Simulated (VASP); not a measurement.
All values below come from TPSS meta-GGA, VASP's PBE PAW potentials (set 64) (plane waves; VASP).

Input for VASP

File POSCAR:
```
FeAl
1
    2.9100000000     0.0000000000     0.0000000000
    0.0000000000     2.9100000000     0.0000000000
    0.0000000000     0.0000000000     2.9100000000
Al Fe
1 1
Direct
  0.5000000000   0.5000000000   0.5000000000
  0.0000000000   0.0000000000   0.0000000000
```

KPOINTS:
```
Regular mesh
0
G
11 11 11
```

### INCAR
```
SYSTEM = FeAl
PREC = Accurate
ENCUT = 520
EDIFF = 1E-6
NELM = 100
ALGO = Normal
LREAL = .FALSE.
LASPH = .TRUE.
ISMEAR = 1
SIGMA = 0.1
METAGGA = TPSS
LMIXTAU = .TRUE.
LMAXMIX = 4
LWAVE = .FALSE.
LCHARG = .FALSE.
IBRION = 2
ISIF = 3
NSW = 60
EDIFFG = -0.01
```

POTCAR, in this order: Al Fe (PBE.64 set). Program: vasp_std.

Output

OSZICAR:
```
       N       E                     dE             d eps       ncg     rms          rms(c)
DAV:   1     0.397542078982E+02    0.39754E+02   -0.57261E+03  1008   0.144E+03
DAV:   2    -0.133078008186E+02   -0.53062E+02   -0.51509E+02  1018   0.236E+02
DAV:   3    -0.151744374066E+02   -0.18666E+01   -0.18493E+01  1208   0.664E+01
DAV:   4    -0.152111512775E+02   -0.36714E-01   -0.36691E-01  1314   0.834E+00
DAV:   5    -0.152121071396E+02   -0.95586E-03   -0.95583E-03  1258   0.128E+00    0.754E+00
DAV:   6    -0.244594884221E+02   -0.92474E+01   -0.84214E+00  1008   0.413E+01    0.330E+00
DAV:   7    -0.246144569917E+02   -0.15497E+00   -0.38955E+00  1231   0.282E+01    0.482E+00
DAV:   8    -0.244460954960E+02    0.16836E+00   -0.36450E+00  1210   0.280E+01    0.195E+00
DAV:   9    -0.244103741761E+02    0.35721E-01   -0.56219E-02  1228   0.348E+00    0.619E-01
DAV:  10    -0.244123926309E+02   -0.20185E-02   -0.61517E-02  1230   0.354E+00    0.214E-01
DAV:  11    -0.244145750077E+02   -0.21824E-02   -0.29535E-02  1175   0.257E+00    0.376E-01
DAV:  12    -0.244160594425E+02   -0.14844E-02   -0.11063E-02  1157   0.166E+00    0.366E-02
DAV:  13    -0.244160519775E+02    0.74650E-05   -0.76273E-05  1121   0.129E-01    0.462E-02
DAV:  14    -0.244160549206E+02   -0.29431E-05   -0.12178E-06   769   0.120E-02    0.455E-02
DAV:  15    -0.244160712872E+02   -0.16367E-04   -0.76277E-06   974   0.395E-02    0.422E-02
DAV:  16    -0.244160951145E+02   -0.23827E-04   -0.10565E-04  1166   0.171E-01    0.149E-03
DAV:  17    -0.244160950999E+02    0.14629E-07   -0.13159E-06   511   0.154E-02
   1 F= -.24416095E+02 E0= -.24416253E+02  d E =-.244161E+02
       N       E                     dE             d eps       ncg     rms          rms(c)
DAV:   1    -0.261329991078E+02   -0.17169E+01   -0.32278E+01  1057   0.111E+02    0.127E+01
DAV:   2    -0.271572963996E+02   -0.10243E+01   -0.54708E+01  1138   0.122E+02    0.141E+01
DAV:   3    -0.244785767464E+02    0.26787E+01   -0.26329E+01  1123   0.766E+01    0.267E+00
DAV:   4    -0.244370483410E+02    0.41528E-01   -0.22482E-01  1230   0.619E+00    0.150E+00
DAV:   5    -0.244241300365E+02    0.12918E-01   -0.29356E-02  1471   0.204E+00    0.397E-01
DAV:   6    -0.244242195926E+02   -0.89556E-04   -0.20624E-03  1358   0.595E-01    0.196E-01
DAV:   7    -0.244236926001E+02    0.52699E-03   -0.52606E-03  1145   0.125E+00    0.192E-01
DAV:   8    -0.244242351594E+02   -0.54256E-03   -0.42455E-03  1128   0.114E+00    0.212E-02
DAV:   9    -0.244242474336E+02   -0.12274E-04   -0.36587E-05  1115   0.109E-01    0.699E-03
DAV:  10    -0.244242475942E+02   -0.16063E-06   -0.17392E-06   565   0.171E-02
   2 F= -.24424248E+02 E0= -.24424472E+02  d E =-.815249E-02
       N       E                     dE             d eps       ncg     rms          rms(c)
DAV:   1    -0.248624723953E+02   -0.43822E+00   -0.75669E+00  1049   0.550E+01    0.583E+00
DAV:   2    -0.252606068195E+02   -0.39813E+00   -0.15549E+01  1245   0.623E+01    0.731E+00
DAV:   3    -0.244764812035E+02    0.78413E+00   -0.55527E+00  1203   0.387E+01    0.949E-01
DAV:   4    -0.244721474021E+02    0.43338E-02   -0.18090E-02  1055   0.149E+00    0.515E-01
DAV:   5    -0.244699497459E+02    0.21977E-02   -0.22955E-03  1198   0.431E-01    0.122E-01
DAV:   6    -0.244698369297E+02    0.11282E-03   -0.38973E-03  1203   0.951E-01    0.130E-01
DAV:   7    -0.244700497532E+02   -0.21282E-03   -0.29300E-03  1161   0.886E-01    0.419E-02
DAV:   8    -0.244700936584E+02   -0.43905E-04   -0.14627E-04  1128   0.214E-01    0.551E-03
DAV:   9    -0.244700950527E+02   -0.13944E-05   -0.34121E-06   720   0.230E-02    0.194E-03
DAV:  10    -0.244700950953E+02   -0.42605E-07   -0.33126E-07   506   0.980E-03
   3 F= -.24470095E+02 E0= -.24470312E+02  d E =-.540000E-01
```

OUTCAR:
```
------------------------ aborting loop because EDIFF is reached ----------------------------------------
  FORCE on cell =-STRESS in cart. coord.  units (eV):
  Direction    XX          YY          ZZ          XY          YZ          ZX
  --------------------------------------------------------------------------------------
  Total        0.0107136      0.0107136      0.0107136      0.0000000     -0.0000000      0.0000000
  in kB        0.7424472      0.7424472      0.7424472      0.0000000     -0.0000000      0.0000000
  external PRESSURE =       0.7424472 kB  Pullay stress =       0.0000000 kB
  volume of cell :       23.12
      direct lattice vectors                 reciprocal lattice vectors
     2.848787504 -0.000000000  0.000000000     0.351026533 -0.000000000 -0.000000000
     0.000000000  2.848787504 -0.000000000     0.000000000  0.351026533  0.000000000
     0.000000000 -0.000000000  2.848787504    -0.000000000  0.000000000  0.351026533
 POSITION                                       TOTAL-FORCE (eV/Angst)
 -----------------------------------------------------------------------------------
      1.42439      1.42439      1.42439        -0.000000      0.000000      0.000000
      0.00000      0.00000      0.00000         0.000000     -0.000000      0.000000
 -----------------------------------------------------------------------------------
    total drift:                                0.000000      0.000000     -0.000000
  FREE ENERGIE OF THE ION-ELECTRON SYSTEM (eV)
  ---------------------------------------------------
  free  energy   TOTEN  =       -24.4700950953 eV

  energy  without entropy=      -24.4707466778  energy(sigma->0) =      -24.47031229

 reached required accuracy - stopping structural energy minimisation
```
(Selected blocks of OUTCAR.)

### CONTCAR
```
FeAl
   1.00000000000000
     2.8487875040000605   -0.0000000000000000    0.0000000000000000
     0.0000000000000000    2.8487875040000605   -0.0000000000000000
     0.0000000000000000   -0.0000000000000000    2.8487875040000605
  Al              Fe
     1     1
Direct
     0.5000000000000000    0.5000000000000000    0.5000000000000000
     0.0000000000000000    0.0000000000000000    0.0000000000000000
```

OUTCAR:
```
 val. band max:        8.0873722446   @ k =   0.4545   0.1818   0.0000

 cond. band min:       8.1036734767   @ k =   0.1818   0.0909   0.0909


 Fermi energy:         8.0998476785

 k-point     1 :       0.0000    0.0000    0.0000
  band No.  band energies     occupation
      1      -2.2995      2.00000
      2       5.8706      2.00000
      3       5.8706      2.00000
      4       8.2541     -0.05148
      5       8.2541     -0.05148
      6       8.2541     -0.05148
      7      14.8358      0.00000
      8      14.8358      0.00000
      9      14.8358      0.00000

 k-point     2 :       0.0909    0.0000    0.0000
  band No.  band energies     occupation
      1      -2.1414      2.00000
      2       5.8489      2.00000
      3       5.9212      2.00000
      4       8.1540      0.21573
      5       8.1540      0.21573
      6       8.2645     -0.04183
      7      13.6055      0.00000
      8      15.0668      0.00000
      9      15.0668      0.00000

 k-point     3 :       0.1818    0.0000    0.0000
  band No.  band energies     occupation
      1      -1.6725      2.00000
      2       5.7001      2.00000
      3       6.0607      2.00000
      4       7.9058      2.01930
      5       7.9058      2.01930
      6       8.2926     -0.02004
      7      11.7994      0.00000
      8      15.7105      0.00000
      9      15.7105      0.00000

 k-point     4 :       0.2727    0.0000    0.0000
  band No.  band energies     occupation
      1      -0.9083      2.00000
      2       5.1854      2.00000
      3       6.2531      2.00000
      4       7.6157      2.00000
      5       7.6157      2.00000
      6       8.3297     -0.00543
      7      10.4416      0.00000
      8      16.6676      0.00000
      9      16.6676      0.00000

 k-point     5 :       0.3636    0.0000    0.0000
  band No.  band energies     occupation
      1       0.1230      2.00000
      2       4.1412      2.00000
      3       6.4409      2.00000
...
```

Energy and stress use the plane-wave basis of the starting cell.

The compound is FeAl in the CsCl type structure. This run relaxes it. Symmetry was kept, so distortions that lower it aren't found. The run is not spin-polarised, so no magnetic state was tried. The electron count is odd and the run is not spin-polarised, which forces a metal.
